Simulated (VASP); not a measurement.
Calculation: MS2 meta-GGA, VASP's PBE PAW potentials (set 64) (plane waves; VASP 6.6.1).

VASP ran on this input.

**KPOINTS_OPT**
```
k-points along high-symmetry lines
6
Line-mode
Reciprocal
  0.000000   0.000000   0.000000 ! GAMMA
  0.000000   0.500000   0.000000 ! M

  0.000000   0.500000   0.000000 ! M
 -0.333333   0.666667   0.000000 ! K

 -0.333333   0.666667   0.000000 ! K
  0.000000   0.000000   0.000000 ! GAMMA

  0.000000   0.000000   0.000000 ! GAMMA
  0.000000   0.000000   0.500000 ! A

  0.000000   0.000000   0.500000 ! A
  0.000000   0.500000   0.500000 ! L

  0.000000   0.500000   0.500000 ! L
 -0.333333   0.666667   0.500000 ! H

 -0.333333   0.666667   0.500000 ! H
  0.000000   0.000000   0.500000 ! A

  0.000000   0.500000   0.500000 ! L
  0.000000   0.500000   0.000000 ! M

 -0.333333   0.666667   0.500000 ! H
 -0.333333   0.666667   0.000000 ! K
```

### POSCAR
```
Hf
1
    1.5806404881    -2.7377495968    -0.0000000000
    1.5806404881     2.7377495968     0.0000000000
    0.0000000000     0.0000000000     4.9863553703
Hf
2
Direct
  0.3333330000   0.6666670000   0.2500000000
  0.6666670000   0.3333330000   0.7500000000
```

KPOINTS:
```
Automatic
0
gamma
 15 15 8
```

**INCAR**
```
# general
SYSTEM =Hf
PREC   =Accurate
ENCUT  =520
LREAL  =.FALSE.   # projection in real space or not
LASPH  =.TRUE.   # aspherical one-centre terms

# electronic loop
EDIFF  =1E-7
NELM   =100
ALGO   =Normal
LMAXMIX=6   # l cut-off of mixed one-centre charges
LMIXTAU=.TRUE.

# smearing
ISMEAR =-5

# functional
METAGGA=MS2

# ions
ISIF   =2   # forces and stress, cell fixed

# output
LWAVE  =.FALSE.
LCHARG =.FALSE.
LORBIT =11   # lm-projected
NEDOS  =601
```

POTCAR, in this order: Hf_pv (PBE.64 set). Program: vasp_std.

What VASP printed:

**OSZICAR**
```
       N       E                     dE             d eps       ncg     rms          rms(c)
DAV:   1     0.559683669935E+02    0.55968E+02   -0.11478E+04  3788   0.135E+03
DAV:   2    -0.971186838192E+01   -0.65680E+02   -0.64664E+02  4752   0.267E+02
DAV:   3    -0.115839457521E+02   -0.18721E+01   -0.18460E+01  5064   0.303E+01
DAV:   4    -0.116005738468E+02   -0.16628E-01   -0.16559E-01  4382   0.344E+00
DAV:   5    -0.116008151768E+02   -0.24133E-03   -0.24104E-03  5108   0.343E-01    0.752E+01
DAV:   6     0.105087891347E+02    0.22110E+02   -0.86949E+00  3780   0.323E+01    0.402E+01
DAV:   7     0.139808604829E+02    0.34721E+01   -0.36034E+00  4044   0.164E+01    0.675E+00
DAV:   8     0.111571236474E+02   -0.28237E+01   -0.20917E+00  4002   0.132E+01    0.131E+01
DAV:   9     0.134868234656E+02    0.23297E+01   -0.11532E+00  3798   0.128E+01    0.502E+00
DAV:  10     0.130936257564E+02   -0.39320E+00   -0.25783E-01  3852   0.641E+00    0.289E+00
DAV:  11     0.131311857536E+02    0.37560E-01   -0.21139E-02  4476   0.170E+00    0.333E+00
DAV:  12     0.135980422278E+02    0.46686E+00   -0.36129E-01  3780   0.736E+00    0.101E+00
DAV:  13     0.132204404353E+02   -0.37760E+00   -0.22597E-01  3780   0.530E+00    0.104E+01
DAV:  14     0.130583091090E+02   -0.16213E+00   -0.23880E-01  3780   0.516E+00    0.768E+00
DAV:  15     0.130572982333E+02   -0.10109E-02   -0.27562E-02  3972   0.201E+00    0.296E+00
DAV:  16     0.130502971037E+02   -0.70011E-02   -0.27282E-02  3840   0.155E+00    0.138E+00
DAV:  17     0.130494798420E+02   -0.81726E-03   -0.26564E-03  4524   0.561E-01    0.500E-01
DAV:  18     0.130511051554E+02    0.16253E-02   -0.27003E-03  3858   0.632E-01    0.944E-02
DAV:  19     0.130489588181E+02   -0.21463E-02   -0.41884E-03  3804   0.855E-01    0.885E-02
DAV:  20     0.130488782908E+02   -0.80527E-04   -0.10074E-03  3936   0.273E-01    0.914E-02
DAV:  21     0.130488539987E+02   -0.24292E-04   -0.17849E-04  4110   0.166E-01    0.506E-02
DAV:  22     0.130488463093E+02   -0.76895E-05   -0.34855E-05  4314   0.659E-02    0.776E-02
DAV:  23     0.130488400433E+02   -0.62660E-05   -0.10643E-05  4554   0.367E-02    0.393E-02
DAV:  24     0.130488396589E+02   -0.38431E-06   -0.47130E-07  4626   0.718E-03    0.419E-02
DAV:  25     0.130488336659E+02   -0.59931E-05   -0.79224E-06  3984   0.253E-02    0.254E-02
DAV:  26     0.130488331886E+02   -0.47723E-06   -0.25457E-06  4002   0.168E-02    0.611E-03
DAV:  27     0.130488324953E+02   -0.69335E-06   -0.10234E-06  4152   0.117E-02    0.691E-03
DAV:  28     0.130488333380E+02    0.84267E-06   -0.30692E-07  4032   0.591E-03    0.307E-03
DAV:  29     0.130488328846E+02   -0.45336E-06   -0.12095E-07  2956   0.322E-03    0.134E-03
DAV:  30     0.130488331437E+02    0.25910E-06   -0.11943E-08  2166   0.130E-03    0.751E-04
DAV:  31     0.130488328150E+02   -0.32867E-06   -0.57613E-09  2130   0.958E-04    0.111E-04
DAV:  32     0.130488329812E+02    0.16618E-06   -0.40193E-09  2136   0.559E-04    0.201E-04
DAV:  33     0.130488329650E+02   -0.16230E-07   -0.27421E-10  2118   0.182E-04
   1 F= 0.13048833E+02 E0= 0.13048833E+02  d E =0.000000E+00
       N       E                     dE             ncg
```

OUTCAR:
```
------------------------ aborting loop because EDIFF is reached ----------------------------------------
  FORCE on cell =-STRESS in cart. coord.  units (eV):
  Direction    XX          YY          ZZ          XY          YZ          ZX
  --------------------------------------------------------------------------------------
  Total       -0.0379356     -0.0379356     -0.0143869      0.0000000      0.0000000      0.0000000
  in kB       -1.4083736     -1.4083736     -0.5341197      0.0000000      0.0000000      0.0000000
  external PRESSURE =      -1.1169556 kB  Pullay stress =       0.0000000 kB
  volume of cell :       43.16
      direct lattice vectors                 reciprocal lattice vectors
     1.580640488 -2.737749597  0.000000000     0.316327466 -0.182631750  0.000000000
     1.580640488  2.737749597  0.000000000     0.316327466  0.182631750  0.000000000
     0.000000000  0.000000000  4.986355370     0.000000000  0.000000000  0.200547279
 POSITION                                       TOTAL-FORCE (eV/Angst)
 -----------------------------------------------------------------------------------
      1.58064      0.91259      1.24659        -0.000000      0.000000      0.000000
      1.58064     -0.91259      3.73977         0.000000     -0.000000      0.000000
 -----------------------------------------------------------------------------------
    total drift:                               -0.000003      0.000183     -0.000015
  FREE ENERGIE OF THE ION-ELECTRON SYSTEM (eV)
  ---------------------------------------------------
  free  energy   TOTEN  =        13.0488329650 eV

  energy  without entropy=       13.0488329650  energy(sigma->0) =       13.04883296

 total charge

# of ion       s       p       d       tot
------------------------------------------
    1        0.357   6.398   1.593   8.348
    2        0.357   6.398   1.593   8.348
--------------------------------------------------
tot          0.713  12.796   3.187  16.696
```
(Selected blocks of OUTCAR.)

For a metal the tetrahedron method with Blöchl corrections gives inexact stress and forces.

The compound is Hf in the hcp structure. It was relaxed first.
